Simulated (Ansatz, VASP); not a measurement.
**AgF in two plane-wave programs**

One calculation is typed for both programs; each brings its own data sets. How far apart do they land? The cell is generated by rule, not measured, and may not be a known phase. The cell is taken from a series of runs on this material, whose earlier steps may have relaxed, scaled, displaced or heated it; both programs get it as it stands.

Calculated with Ansatz 0.2.0; plane waves, with VASP 6.6.1 beside it; zone-centre phonons at PBEsol.

The structure was built from a prototype and need not be the compound's stable phase.

### 1. Starting point

It takes space group P6_3/mmc (No. 194, hexagonal). Conventional cell: a = 4.102 Å, b = 4.102 Å, c = 4.822 Å, α = 90.00°, β = 90.00°, γ = 120.00°. Ag has 5 F at 2.37 to 2.41 Å nearest. F has 5 Ag at 2.37 to 2.41 Å nearest. Farther neighbours and most contacts between anions are not listed.

### 2. VASP: zone-centre phonons, PBEsol

Second derivatives magnify differences that forces hide, and they need a tight electronic threshold.

Lines of VASP's logs that name or quote its potential files are left out, and so is its time.

File INCAR:

```
SYSTEM = AgF
PREC = Accurate
ENCUT = 600
EDIFF = 1E-08
NELM = 120
ISMEAR = 1
SIGMA = 0.15
LREAL = .FALSE.
ALGO = Normal
GGA = PS
NBANDS = 24
LASPH = .TRUE.
LORBIT = 11
LWAVE = .FALSE.
LCHARG = .FALSE.
ISIF = 2
IBRION = 8
GGA_COMPAT = .FALSE.
KPAR = 2
```

File POSCAR:

```
AgF
1.0
    4.1018079834     -0.0000029963      0.0000000000
   -2.0509013968      3.5522714132      0.0000000000
    0.0000000000      0.0000000000      4.8216818981
Ag F
2 2
Direct
    0.3333333333      0.6666666667      0.2500000000
    0.6666666667      0.3333333333      0.7500000000
    0.6666666667      0.3333333333      0.2500000000
    0.3333333333      0.6666666667      0.7500000000
```

File KPOINTS:

```
Automatic mesh
0
Gamma
12 12 8
0 0 0
```

PAW data sets: Ag and F (PBE family, release 64).

Started as:

```bash
mpirun -np 2 vasp_std
```

Numbers of over 12 decimals in the logs are rounded to 6 here.

Output:

```text
[banner, memory and clock lines left out]
running    2 mpi-ranks, on    1 nodes
 distrk:  each k-point on    1 cores,    2 groups
 distr:  one band on    1 cores,    1 groups

 POSCAR found type information on POSCAR AgF
 POSCAR found :  2 types and       4 ions
|                                                                             |
|               ----> ADVICE to this user running VASP <----                  |
|                                                                             |
|     You enforced a specific xc type in the INCAR file but a different       |
|     [... a line on the potential file left out ...]
|     I HOPE YOU KNOW WHAT YOU ARE DOING!                                     |
|                                                                             |

 LDA part: xc-table for (Slater+PW92), standard interpolation
 POSCAR, INCAR and KPOINTS ok, starting setup
 FFT: planning ... GRIDC
 FFT: planning ... GRID_SOFT
 FFT: planning ... GRID
 WAVECAR not read
 entering main loop
       N       E                     dE             d eps       ncg     rms          rms(c)
DAV:   1     0.278492552340E+03    0.27849E+03   -0.20965E+04  4560   0.161E+03
DAV:   2    -0.100094236512E+01   -0.27949E+03   -0.26697E+03  5264   0.358E+02
DAV:   3    -0.149878635931E+02   -0.13987E+02   -0.13913E+02  5128   0.841E+01
DAV:   4    -0.150770926295E+02   -0.89229E-01   -0.89216E-01  5040   0.711E+00
DAV:   5    -0.150776650127E+02   -0.57238E-03   -0.57238E-03  5152   0.561E-01    0.815E+00
DAV:   6    -0.137248417752E+02    0.13528E+01   -0.49867E+00  5424   0.221E+01    0.567E+00
DAV:   7    -0.136703939781E+02    0.54448E-01   -0.47833E-01  4576   0.752E+00    0.370E+00
DAV:   8    -0.136542925556E+02    0.16101E-01   -0.20810E-01  4800   0.391E+00    0.113E+00
DAV:   9    -0.136441786521E+02    0.10114E-01   -0.28584E-02  5104   0.171E+00    0.178E-01
DAV:  10    -0.136447878829E+02   -0.60923E-03   -0.28502E-03  4696   0.425E-01    0.934E-02
DAV:  11    -0.136451068141E+02   -0.31893E-03   -0.33173E-04  4752   0.106E-01    0.440E-02
DAV:  12    -0.136450989472E+02    0.78670E-05   -0.32976E-05  5160   0.587E-02    0.947E-03
DAV:  13    -0.136451047849E+02   -0.58377E-05   -0.14487E-05  4728   0.225E-02    0.213E-03
DAV:  14    -0.136451048552E+02   -0.70343E-07   -0.19672E-07  5032   0.353E-03    0.196E-03
DAV:  15    -0.136451048605E+02   -0.52205E-08   -0.41179E-08  4416   0.230E-03
   1 F= -.13645105E+02 E0= -.13646426E+02  d E =0.396410E-02
 Linear response reoptimize wavefunctions to high precision
DAV:   1    -0.136451048731E+02   -0.12597E-07   -0.88478E-09  4960   0.741E-04
DAV:   2    -0.136451048731E+02   -0.10914E-10   -0.59865E-11  2680   0.573E-05
 Linear response DOF=           4
 Linear response progress:
  Degree of freedom:   1/  4
       N       E                     dE             d eps       ncg     rms          rms(c)
RMM:   1    -0.309676266464E+00   -0.30968E+00   -0.21727E-01 29583   0.311E+00
RMM:   2    -0.305676535090E+00    0.39997E-02   -0.42757E-03 26943   0.411E-01    0.105E-01
RMM:   3    -0.305468358870E+00    0.20818E-03   -0.14764E-04 28483   0.702E-02    0.596E-02
RMM:   4    -0.305336384386E+00    0.13197E-03   -0.25991E-05 28997   0.332E-02    0.852E-03
RMM:   5    -0.305329927654E+00    0.64567E-05   -0.27520E-07 29049   0.460E-03    0.182E-03
RMM:   6    -0.305338475263E+00   -0.85476E-05    0.12391E-07 29142   0.236E-03    0.304E-04
RMM:   7    -0.305341484967E+00   -0.30097E-05   -0.14144E-07 29369   0.435E-04    0.620E-05
RMM:   8    -0.305341601535E+00   -0.11657E-06   -0.12953E-07 29468   0.805E-05    0.301E-05
RMM:   9    -0.305341439865E+00    0.16167E-06   -0.69664E-09 29017   0.334E-05    0.164E-05
RMM:  10    -0.305341188205E+00    0.25166E-06   -0.88791E-09 29343   0.285E-05    0.523E-06
RMM:  11    -0.305341109808E+00    0.78397E-07   -0.12158E-08 29625   0.138E-05    0.166E-06
RMM:  12    -0.305341121923E+00   -0.12115E-07   -0.37521E-09 23791   0.818E-06    0.404E-07
RMM:  13    -0.305341122775E+00   -0.85251E-09   -0.30205E-09 16524   0.676E-06    0.166E-07
 first order change of Fermi-energy   0.35770E-04
 force on displaced ion       1 direction 1 :  -2.124  -0.000   0.000
 Linear response progress:
  Degree of freedom:   2/  4
       N       E                     dE             d eps       ncg     rms          rms(c)
RMM:   1    -0.315545999973E+00   -0.31555E+00   -0.22265E-01 10437   0.308E+00
RMM:   2    -0.310183762224E+00    0.53622E-02   -0.45559E-03  9448   0.419E-01    0.513E-02
RMM:   3    -0.309947704245E+00    0.23606E-03   -0.13202E-04  9861   0.658E-02    0.262E-02
RMM:   4    -0.309780442841E+00    0.16726E-03   -0.18194E-05 10095   0.273E-02    0.552E-03
RMM:   5    -0.309753197012E+00    0.27246E-04   -0.10233E-06 10129   0.646E-03    0.162E-03
RMM:   6    -0.309763553971E+00   -0.10357E-04   -0.76314E-08  9903   0.215E-03    0.321E-04
RMM:   7    -0.309765831683E+00   -0.22777E-05   -0.19608E-08 10414   0.423E-04    0.156E-04
RMM:   8    -0.309767179211E+00   -0.13475E-05   -0.17674E-08 10325   0.193E-04    0.385E-05
RMM:   9    -0.309767286586E+00   -0.10737E-06   -0.15800E-08 10163   0.816E-05    0.137E-05
RMM:  10    -0.309767080077E+00    0.20651E-06   -0.91304E-09 10158   0.442E-05    0.416E-06
RMM:  11    -0.309767067374E+00    0.12703E-07   -0.42984E-09 10054   0.156E-05    0.178E-06
RMM:  12    -0.309767069089E+00   -0.17151E-08   -0.37652E-09  9373   0.114E-05    0.675E-07
 first order change of Fermi-energy   0.22934E-03
 force on displaced ion       1 direction 3 :   0.000  -0.000  -3.377
 Linear response progress:
  Degree of freedom:   3/  4
       N       E                     dE             d eps       ncg     rms          rms(c)
RMM:   1    -0.534619193061E+00   -0.53462E+00    0.78237E-01 35158   0.425E+00
RMM:   2    -0.533543160485E+00    0.10760E-02   -0.44726E-03 26753   0.490E-01    0.111E-01
RMM:   3    -0.534342179675E+00   -0.79902E-03   -0.21664E-04 26429   0.928E-02    0.643E-02
RMM:   4    -0.535307259444E+00   -0.96508E-03   -0.73069E-05 25839   0.537E-02    0.832E-03
RMM:   5    -0.535355210327E+00   -0.47951E-04   -0.19807E-06 28483   0.986E-03    0.254E-03
RMM:   6    -0.535312703530E+00    0.42507E-04   -0.33633E-07 26606   0.302E-03    0.708E-04
RMM:   7    -0.535314164423E+00   -0.14609E-05   -0.30511E-08 29104   0.842E-04    0.178E-04
RMM:   8    -0.535313389986E+00    0.77444E-06   -0.28137E-08 29491   0.206E-04    0.763E-05
RMM:   9    -0.535312867173E+00    0.52281E-06   -0.36513E-08 29515   0.831E-05    0.246E-05
RMM:  10    -0.535312685318E+00    0.18186E-06   -0.37162E-08 28018   0.459E-05    0.579E-06
RMM:  11    -0.535312685380E+00   -0.62716E-10   -0.35969E-08 29571   0.166E-05    0.296E-06
 first order change of Fermi-energy  -0.44854E-04
 force on displaced ion       3 direction 1 :  -2.027  -0.001   0.000
 Linear response progress:
  Degree of freedom:   4/  4
       N       E                     dE             d eps       ncg     rms          rms(c)
RMM:   1    -0.538294842518E+00   -0.53829E+00    0.82192E-01 12093   0.421E+00
RMM:   2    -0.538518646575E+00   -0.22380E-03   -0.43309E-03  9427   0.468E-01    0.601E-02
RMM:   3    -0.539316734901E+00   -0.79809E-03   -0.24842E-04  9103   0.100E-01    0.335E-02
RMM:   4    -0.540140835973E+00   -0.82410E-03   -0.73540E-05  8953   0.531E-02    0.919E-03
RMM:   5    -0.540286919332E+00   -0.14608E-03   -0.45578E-06 10156   0.130E-02    0.147E-03
RMM:   6    -0.540244219592E+00    0.42700E-04   -0.54568E-07  9589   0.261E-03    0.544E-04
RMM:   7    -0.540237120419E+00    0.70992E-05    0.13766E-07 10035   0.763E-04    0.105E-04
RMM:   8    -0.540237993753E+00   -0.87333E-06    0.31655E-08 10060   0.169E-04    0.482E-05
RMM:   9    -0.540237788743E+00    0.20501E-06    0.18725E-09 10403   0.633E-05    0.182E-05
RMM:  10    -0.540237440205E+00    0.34854E-06   -0.51179E-09 10061   0.329E-05    0.436E-06
RMM:  11    -0.540237436322E+00    0.38828E-08   -0.14646E-09  9672   0.121E-05    0.124E-06
 first order change of Fermi-energy  -0.18716E-03
 force on displaced ion       3 direction 3 :  -0.000   0.000  -3.108
 Linear response finished
```

Parts of OUTCAR (step 2):

```text
ion  position               nearest neighbor table
   1  0.333  0.667  0.250-   3 2.37   3 2.37   3 2.37   4 2.41   4 2.41   2 3.38   2 3.38   2 3.38
                             2 3.38   2 3.38   2 3.38
   2  0.667  0.333  0.750-   4 2.37   4 2.37   4 2.37   3 2.41   3 2.41   1 3.38   1 3.38   1 3.38
                             1 3.38   1 3.38   1 3.38
   3  0.667  0.333  0.250-   1 2.37   1 2.37   1 2.37   2 2.41   2 2.41
   4  0.333  0.667  0.750-   2 2.37   2 2.37   2 2.37   1 2.41   1 2.41

  LATTYP: Found a hexagonal cell.
 ALAT       =     4.1018079834
 C/A-ratio  =     1.1755016124

 Subroutine GETGRP returns: Found 24 space group operations
 (whereof 12 operations were pure point group operations)

The static configuration has the point symmetry D_3d.
 The point group associated with its full space group is D_6h.

 Found     95 irreducible k-points:

   k-points           NKPTS =     95   k-points in BZ     NKDIM =     95   number of bands    NBANDS=     24

   dimension x,y,z NGX =    36 NGY =   36 NGZ =   40
   dimension x,y,z NGXF=    72 NGYF=   72 NGZF=   80

   ENCUT  =  600.0 eV  44.10 Ry    6.64 a.u.   8.19  8.19  9.63*2*pi/ulx,y,z

   NELECT =      36.0000    total number of electrons

 k-points in reciprocal lattice and weights: Automatic mesh
   0.00000000  0.00000000  0.00000000       0.001
   0.08333333  0.00000000  0.00000000       0.005
   0.16666667  0.00000000  0.00000000       0.005
   0.25000000  0.00000000  0.00000000       0.005
   0.33333333 -0.00000000  0.00000000       0.005
   0.41666667  0.00000000  0.00000000       0.005
   0.50000000  0.00000000  0.00000000       0.003
   0.08333333  0.08333333  0.00000000       0.005
   0.16666667  0.08333333  0.00000000       0.010
[...]
0.33333333  0.25000000  0.50000000       0.010
   0.33333333  0.33333333  0.50000000       0.002

 average (electrostatic) potential at core
       1 -74.1898       2 -74.1898       3 -76.6844       4 -76.6844

  Total       -0.1247556     -0.1247556     -0.1519078     -0.0000000     -0.0000000     -0.0000000
  in kB       -2.8450558     -2.8450558     -3.4642627     -0.0000000     -0.0000000     -0.0000000
  external PRESSURE =      -3.0514581 kB  Pullay stress =       0.0000000 kB

  energy-cutoff  :      600.00
  volume of cell :       70.26
      direct lattice vectors                 reciprocal lattice vectors
     4.101807983 -0.000002996  0.000000000     0.243795035  0.140754892  0.000000000
    -2.050901397  3.552271413  0.000000000     0.000000206  0.281510140  0.000000000
     0.000000000  0.000000000  4.821681898     0.000000000  0.000000000  0.207396510

 POSITION                                       TOTAL-FORCE (eV/Angst)
 -----------------------------------------------------------------------------------
      0.00000      2.36818      1.20542        -0.000000      0.000000      0.000000
      2.05090      1.18409      3.61626         0.000000     -0.000000      0.000000
      2.05090      1.18409      1.20542         0.000000      0.000000      0.000000
      0.00000      2.36818      3.61626        -0.000000     -0.000000      0.000000
 -----------------------------------------------------------------------------------
    total drift:                                0.000000     -0.000000      0.000000

 Eigenvectors and eigenvalues of the dynamical matrix
 ----------------------------------------------------

   1 f  =    7.501330 THz    47.132246 2PiTHz  250.217431 cm-1    31.022994 meV
             X         Y         Z           dx          dy          dz
      0.000002  2.368180  1.205420     0.000000   -0.000000   -0.293061
      2.050905  1.184088  3.616261    -0.000000    0.000000    0.293061
      2.050905  1.184088  1.205420    -0.000000    0.000000   -0.643518
      0.000002  2.368180  3.616261     0.000000   -0.000000    0.643518

   2 f  =    6.280703 THz    39.462824 2PiTHz  209.501717 cm-1    25.974891 meV
             X         Y         Z           dx          dy          dz
      0.000002  2.368180  1.205420     0.000000   -0.000000    0.276058
      2.050905  1.184088  3.616261    -0.000000    0.000000    0.276058
      2.050905  1.184088  1.205420    -0.000000    0.000000   -0.650993
      0.000002  2.368180  3.616261     0.000000   -0.000000   -0.650993

   3 f  =    5.991987 THz    37.648764 2PiTHz  199.871171 cm-1    24.780856 meV
             X         Y         Z           dx          dy          dz
      0.000002  2.368180  1.205420    -0.251619   -0.128884    0.000000
      2.050905  1.184088  3.616261     0.251619    0.128884    0.000000
      2.050905  1.184088  1.205420     0.576861    0.295479   -0.000000
      0.000002  2.368180  3.616261    -0.576861   -0.295479   -0.000000

   4 f  =    5.991987 THz    37.648764 2PiTHz  199.871171 cm-1    24.780856 meV
             X         Y         Z           dx          dy          dz
      0.000002  2.368180  1.205420     0.128884   -0.251619   -0.000000
      2.050905  1.184088  3.616261    -0.128884    0.251619   -0.000000
      2.050905  1.184088  1.205420    -0.295479    0.576861    0.000000
      0.000002  2.368180  3.616261     0.295479   -0.576861    0.000000

   5 f  =    5.085627 THz    31.953935 2PiTHz  169.638245 cm-1    21.032452 meV
             X         Y         Z           dx          dy          dz
      0.000002  2.368180  1.205420     0.243455    0.124708   -0.000000
      2.050905  1.184088  3.616261     0.243455    0.124708    0.000000
      2.050905  1.184088  1.205420    -0.580347   -0.297279    0.000000
      0.000002  2.368180  3.616261    -0.580347   -0.297279   -0.000000

   6 f  =    5.085627 THz    31.953935 2PiTHz  169.638245 cm-1    21.032452 meV
             X         Y         Z           dx          dy          dz
      0.000002  2.368180  1.205420     0.124708   -0.243455    0.000000
      2.050905  1.184088  3.616261     0.124708   -0.243455    0.000000
      2.050905  1.184088  1.205420    -0.297279    0.580347   -0.000000
      0.000002  2.368180  3.616261    -0.297279    0.580347   -0.000000

   7 f  =    0.143780 THz     0.903395 2PiTHz    4.795978 cm-1     0.594625 meV
             X         Y         Z           dx          dy          dz
      0.000002  2.368180  1.205420     0.575066    0.298958    0.000000
      2.050905  1.184088  3.616261    -0.575066   -0.298958    0.000000
      2.050905  1.184088  1.205420     0.250836    0.130401    0.000000
      0.000002  2.368180  3.616261    -0.250836   -0.130401    0.000000

   8 f  =    0.143780 THz     0.903395 2PiTHz    4.795978 cm-1     0.594625 meV
             X         Y         Z           dx          dy          dz
      0.000002  2.368180  1.205420    -0.298958    0.575066   -0.000000
      2.050905  1.184088  3.616261     0.298958   -0.575066   -0.000000
      2.050905  1.184088  1.205420    -0.130401    0.250836   -0.000000
      0.000002  2.368180  3.616261     0.130401   -0.250836   -0.000000

   9 f/i=    0.000738 THz     0.004635 2PiTHz    0.024607 cm-1     0.003051 meV
             X         Y         Z           dx          dy          dz
      0.000002  2.368180  1.205420     0.603594   -0.246680   -0.000000
      2.050905  1.184088  3.616261     0.603594   -0.246680   -0.000000
      2.050905  1.184088  1.205420     0.253207   -0.103482   -0.000000
      0.000002  2.368180  3.616261     0.253207   -0.103482   -0.000000

  10 f/i=    0.000738 THz     0.004635 2PiTHz    0.024607 cm-1     0.003051 meV
             X         Y         Z           dx          dy          dz
      0.000002  2.368180  1.205420     0.246680    0.603594    0.000000
      2.050905  1.184088  3.616261     0.246680    0.603594    0.000000
      2.050905  1.184088  1.205420     0.103482    0.253207    0.000000
      0.000002  2.368180  3.616261     0.103482    0.253207    0.000000

  11 f/i=    0.023387 THz     0.146948 2PiTHz    0.780123 cm-1     0.096723 meV
             X         Y         Z           dx          dy          dz
      0.000002  2.368180  1.205420     0.000000   -0.000000    0.650993
      2.050905  1.184088  3.616261     0.000000   -0.000000    0.650993
      2.050905  1.184088  1.205420     0.000000   -0.000000    0.276058
      0.000002  2.368180  3.616261     0.000000   -0.000000    0.276058

  12 f/i=    0.670841 THz     4.215015 2PiTHz   22.376831 cm-1     2.774372 meV
             X         Y         Z           dx          dy          dz
      0.000002  2.368180  1.205420     0.000000    0.000000   -0.643518
      2.050905  1.184088  3.616261     0.000000    0.000000    0.643518
      2.050905  1.184088  1.205420     0.000000    0.000000    0.293061
      0.000002  2.368180  3.616261     0.000000    0.000000   -0.293061

 ELASTIC MODULI CONTR FROM IONIC RELAXATION (kBar)
 Direction    XX          YY          ZZ          XY          YZ          ZX
 --------------------------------------------------------------------------------
 XX        -386.4634    386.4634     -0.0000     -0.0000     -0.0000      0.0000
 YY         386.4634   -386.4634      0.0000     -0.0000      0.0000     -0.0000
 ZZ          -0.0000      0.0000     -0.0000      0.0000     -0.0000      0.0000
 XY          -0.0000     -0.0000      0.0000   -386.4634      0.0000     -0.0000
 YZ          -0.0000      0.0000     -0.0000      0.0000     -0.0000      0.0000
 ZX           0.0000     -0.0000      0.0000     -0.0000      0.0000     -0.0000
 --------------------------------------------------------------------------------
```

[end of part 1 of 2]

[Lines on the potential files, build, host, timing and source positions are cut from VASP's logs without a mark.]

[Logs are printed without paths, hosts, clocks, repeated set-up lines and the standing remarks that a program may print on its own settings, such as how far it seeks lower states.]

[Hosts, paths, dates, database ids (printed as entryN), source tags and the programs' standing remarks are cut or masked in the printed files.]
